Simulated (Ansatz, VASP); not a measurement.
## Ge3H4 (Ge wire along [110], 6 atoms a period, H-terminated) in two plane-wave programs

Aim: how closely do two programs agree when they are given the same cell, functional and k mesh? The cell is taken from a series of runs on this material, whose earlier steps may have relaxed, scaled, displaced or heated it; both programs get it as it stands.

Main program and level: Ansatz 0.2.0; plane waves, with VASP 6.6.1 beside it; single point at HSE06.

## Step 1: Starting point

The cell holds 14 atoms: 6 Ge and 8 H. Its edges and angles: a = 12.921 Å, b = 13.420 Å, c = 4.062 Å, α = 90.0°, β = 90.0°, γ = 90.0°. Vacuum lies along a and b. The structure's axis is c.

Coordinates:

```xyz
14
Lattice="12.9210 0.0000 0.0000 0.0000 13.4200 0.0000 0.0000 0.0000 4.0619" Properties=species:S:1:pos:R:3
Ge    5.7189    4.6439    0.0000
Ge    7.0528    6.7102    0.0000
Ge    4.3725    4.3860    2.0310
Ge    4.3725    9.0344    2.0310
Ge    8.4468    6.7102    2.0310
Ge    5.7189    8.7765    0.0000
H     6.7560    3.4879    0.0000
H     3.7011    2.9910    2.0310
H     3.2430    5.4396    2.0310
H     3.7011   10.4294    2.0310
H     3.2430    7.9808    2.0310
H     9.3633    5.4618    2.0310
H     9.3633    7.9586    2.0310
H     6.7560    9.9325    0.0000
```

## Step 2: VASP: single point, HSE06

A single point gives forces, pressure and levels at one fixed geometry, so differences don't come from the geometry; what else differs is listed under the comparison.

Lines of VASP's logs that name or quote its potential files are left out, and so is its time.

The run reads the wave functions of an earlier VASP run, which isn't shown here.

Input file INCAR:

```
SYSTEM = Ge3H4
PREC = Accurate
ENCUT = 410
EDIFF = 1E-06
NELM = 100
ISMEAR = -1
SIGMA = 0.05
LREAL = .FALSE.
ALGO = Normal
LHFCALC = .TRUE.
AEXX = 0.25
GGA = PE
HFSCREEN = 0.208
LASPH = .TRUE.
NBANDS = 60
PRECFOCK = Fast
LORBIT = 11
LWAVE = .FALSE.
LCHARG = .FALSE.
ISIF = 2
```

Input file POSCAR:

```
Ge3H4
1.0
   12.9210000000      0.0000000000      0.0000000000
    0.0000000000     13.4200000000      0.0000000000
    0.0000000000      0.0000000000      4.0619297768
Ge H
6 8
Direct
    0.4426082330      0.3460435760      0.0000000000
    0.5458416060      0.5000150670      0.0000000000
    0.3384026300      0.3268276310      0.5000000000
    0.3384026300      0.6732025030      0.5000000000
    0.6537259590      0.5000150670      0.5000000000
    0.4426082330      0.6539865580      0.0000000000
    0.5228679540      0.2599031100      0.0000000000
    0.2864377380      0.2228753740      0.5000000000
    0.2509890150      0.4053320580      0.5000000000
    0.2864377380      0.7771547600      0.5000000000
    0.2509890150      0.5946980760      0.5000000000
    0.7246613610      0.4069917960      0.5000000000
    0.7246613610      0.5930383370      0.5000000000
    0.5228679540      0.7401270240      0.0000000000
```

Input file KPOINTS:

```
Automatic mesh
0
Gamma
1 1 8
0 0 0
```

The projector-augmented-wave data sets are Ge_d and H (PBE family, release 64).

Launch:

```sh
$ export OMP_NUM_THREADS=4
$ mpirun -np 1 vasp_std
```

Numbers of over 12 decimals in the logs are rounded to 6 here.

What it wrote:

```text
[banner, memory and clock lines left out]
running    1 mpi-ranks, on    1 nodes
 distrk:  each k-point on    1 cores,    1 groups
 distr:  one band on    1 cores,    1 groups
 Offloading initialized ...    1 GPUs detected
 POSCAR found type information on POSCAR GeH
 POSCAR found :  2 types and      14 ions
 LDA part: xc-table for (Slater+PW92), standard interpolation
 found WAVECAR, reading the header
 POSCAR, INCAR and KPOINTS ok, starting setup
 FFT: planning ... GRIDC
 FFT: planning ... GRID_SOFT
 FFT: planning ... GRID
 reading WAVECAR
 the WAVECAR file was read successfully
 initial charge from wavefunction
 entering main loop
       N       E                     dE             d eps       ncg     rms          rms(c)
DAV:   1    -0.619128549295E+02   -0.61913E+02   -0.30560E+00   824   0.198E+01    0.166E+00
DAV:   2    -0.619101891490E+02    0.26658E-02   -0.23836E-01   744   0.371E+00    0.122E+00
DAV:   3    -0.619046645796E+02    0.55246E-02   -0.27966E-02   800   0.185E+00    0.856E-01
DAV:   4    -0.619036012656E+02    0.10633E-02   -0.53604E-03   692   0.112E+00    0.538E-01
DAV:   5    -0.619033646016E+02    0.23666E-03   -0.15387E-03   700   0.785E-01    0.327E-01
DAV:   6    -0.619033254604E+02    0.39141E-04   -0.61155E-04   756   0.444E-01    0.195E-01
DAV:   7    -0.619033107566E+02    0.14704E-04   -0.20337E-04   748   0.256E-01    0.115E-01
DAV:   8    -0.619032998467E+02    0.10910E-04   -0.63823E-05   724   0.184E-01    0.672E-02
DAV:   9    -0.619032973756E+02    0.24711E-05   -0.48735E-05   932   0.841E-02    0.394E-02
DAV:  10    -0.619032952477E+02    0.21279E-05   -0.68814E-06   536   0.431E-02    0.230E-02
DAV:  11    -0.619032947811E+02    0.46661E-06   -0.29675E-06   532   0.255E-02
   1 F= -.61903295E+02 E0= -.61903295E+02  d E =-.258007E-10
```

OUTCAR, selected parts (step 2):

```text
ion  position               nearest neighbor table
   1  0.443  0.346  0.000-   7 1.55   3 2.45   3 2.45   2 2.46
   2  0.546  0.500  0.000-   1 2.46   6 2.46   5 2.46   5 2.46
   3  0.338  0.327  0.500-   9 1.54   8 1.55   1 2.45   1 2.45
   4  0.338  0.673  0.500-  11 1.54  10 1.55   6 2.45   6 2.45
   5  0.654  0.500  0.500-  13 1.55  12 1.55   2 2.46   2 2.46
   6  0.443  0.654  0.000-  14 1.55   4 2.45   4 2.45   2 2.46
   7  0.523  0.260  0.000-   1 1.55
   8  0.286  0.223  0.500-   3 1.55
   9  0.251  0.405  0.500-   3 1.54
  10  0.286  0.777  0.500-   4 1.55
  11  0.251  0.595  0.500-   4 1.54
  12  0.725  0.407  0.500-   5 1.55
  13  0.725  0.593  0.500-   5 1.55
  14  0.523  0.740  0.000-   6 1.55

  LATTYP: Found a simple orthorhombic cell.
 ALAT       =     4.0619297768
 B/A-ratio  =     3.1810003397
 C/A-ratio  =     3.3038483522

 Subroutine GETGRP returns: Found  4 space group operations
 (whereof  2 operations were pure point group operations)

The static configuration has the point symmetry C_1h.
 The point group associated with its full space group is C_2v.

 Found      5 irreducible k-points:

   k-points           NKPTS =      5   k-points in BZ     NKDIM =      8   number of bands    NBANDS=     60

   dimension x,y,z NGX =    90 NGY =   90 NGZ =   28
   dimension x,y,z NGXF=   180 NGYF=  180 NGZF=   56

   ENCUT  =  410.0 eV  30.13 Ry    5.49 a.u.  21.33 22.16  6.71*2*pi/ulx,y,z

   NELECT =      92.0000    total number of electrons

 k-points in reciprocal lattice and weights: Automatic mesh
   0.00000000  0.00000000  0.00000000       0.125
   0.00000000  0.00000000  0.12500000       0.250
   0.00000000  0.00000000  0.25000000       0.250
   0.00000000  0.00000000  0.37500000       0.250
   0.00000000  0.00000000  0.50000000       0.125

  exchange ACFDT corr.  =         0.00000000  see jH, gK, PRB 81, 115126

 average (electrostatic) potential at core
       1 -74.4355       2 -74.4699       3 -74.4104       4 -74.4104       5 -74.4127
       6 -74.4355       7 -35.2497       8 -35.2865       9 -35.2720      10 -35.2865
      11 -35.2720      12 -35.2618      13 -35.2618      14 -35.2497

 E-fermi :  -2.4942

 k-point     1 :       0.0000    0.0000    0.0000
  band No.  band energies     occupation
    ...
     42      -5.0537      2.00000
     43      -4.8509      2.00000
     44      -4.8333      2.00000
     45      -4.1874      2.00000
     46      -3.6534      2.00000
     47      -0.6706      0.00000
     48      -0.5774      0.00000
     49      -0.5619      0.00000
     50       0.7364      0.00000
     51       1.2707      0.00000
    ...

 k-point     2 :       0.0000    0.0000    0.1250
  band No.  band energies     occupation
    ...
     42      -5.7330      2.00000
     43      -5.1185      2.00000
     44      -4.9454      2.00000
     45      -4.6935      2.00000
     46      -4.5130      2.00000
     47       0.3198      0.00000
     48       0.4229      0.00000
     49       0.4399      0.00000
     50       0.7505      0.00000
     51       1.0985      0.00000
    ...

 k-point     3 :       0.0000    0.0000    0.2500
  band No.  band energies     occupation
    ...
     42      -6.2537      2.00000
     43      -6.0334      2.00000
     44      -5.5536      2.00000
     45      -5.1909      2.00000
     46      -4.9181      2.00000
     47       0.4369      0.00000
     48       0.6899      0.00000
     49       0.8687      0.00000
     50       1.3527      0.00000
     51       1.5685      0.00000
    ...

  Total       -2.8486429     -2.9575675     -2.6889140      0.0000000      0.0000000      0.0000000
  in kB       -6.4798887     -6.7276625     -6.1165487      0.0000000      0.0000000      0.0000000
  external PRESSURE =      -6.4413666 kB  Pullay stress =       0.0000000 kB

  energy-cutoff  :      410.00
  volume of cell :      704.34
      direct lattice vectors                 reciprocal lattice vectors
    12.921000000  0.000000000  0.000000000     0.077393391  0.000000000  0.000000000
     0.000000000 13.420000000  0.000000000     0.000000000  0.074515648  0.000000000
     0.000000000  0.000000000  4.061929777     0.000000000  0.000000000  0.246188402

 POSITION                                       TOTAL-FORCE (eV/Angst)
 -----------------------------------------------------------------------------------
      5.71894      4.64390      0.00000         0.067077     -0.058986      0.000000
      7.05282      6.71020      0.00000        -0.007285      0.000000      0.000000
      4.37250      4.38603      2.03096        -0.078756      0.006983      0.000000
      4.37250      9.03438      2.03096        -0.078756     -0.006983      0.000000
      8.44679      6.71020      2.03096         0.064277      0.000000      0.000000
      5.71894      8.77650      0.00000         0.067077      0.058986      0.000000
      6.75598      3.48790      0.00000        -0.143960      0.159977      0.000000
      3.70106      2.99099      2.03096         0.107407      0.190721      0.000000
      3.24303      5.43956      2.03096         0.163452     -0.137569      0.000000
      3.70106     10.42942      2.03096         0.107407     -0.190721      0.000000
      3.24303      7.98085      2.03096         0.163452      0.137569      0.000000
      9.36335      5.46183      2.03096        -0.143716      0.169060      0.000000
      9.36335      7.95857      2.03096        -0.143716     -0.169060      0.000000
      6.75598      9.93250      0.00000        -0.143960     -0.159977      0.000000
 -----------------------------------------------------------------------------------
    total drift:                               -0.025657      0.000006      0.000098

  FREE ENERGIE OF THE ION-ELECTRON SYSTEM (eV)
  ---------------------------------------------------
  free  energy   TOTEN  =       -61.9032947811 eV

  energy  without entropy=      -61.9032947810  energy(sigma->0) =      -61.90329478

 total charge
# of ion       s       p       d       tot
------------------------------------------
    1        1.084   1.360  10.038  12.482
    2        1.094   1.307  10.020  12.421
    3        1.077   1.408  10.056  12.541
    4        1.077   1.408  10.056  12.541
    5        1.079   1.392  10.056  12.527
    6        1.084   1.360  10.038  12.482
    7        0.539   0.012   0.000   0.551
    8        0.541   0.012   0.000   0.553
    9        0.543   0.012   0.000   0.556
   10        0.541   0.012   0.000   0.553
   11        0.543   0.012   0.000   0.556
   12        0.541   0.012   0.000   0.553
   13        0.541   0.012   0.000   0.553
   14        0.539   0.012   0.000   0.551
--------------------------------------------------
tot         10.822   8.333  60.264  79.419

[... 2 further parts left out ...]
```

(Part 1 of 2 ends here.)

[Lines on the potential files, build, host, timing and source positions are cut from VASP's logs without a mark.]

[Logs are printed without paths, hosts, clocks, repeated set-up lines and the standing remarks that a program may print on its own settings, such as how far it seeks lower states.]

[Hosts, paths, dates, database ids (printed as entryN), source tags and the programs' standing remarks are cut or masked in the printed files.]
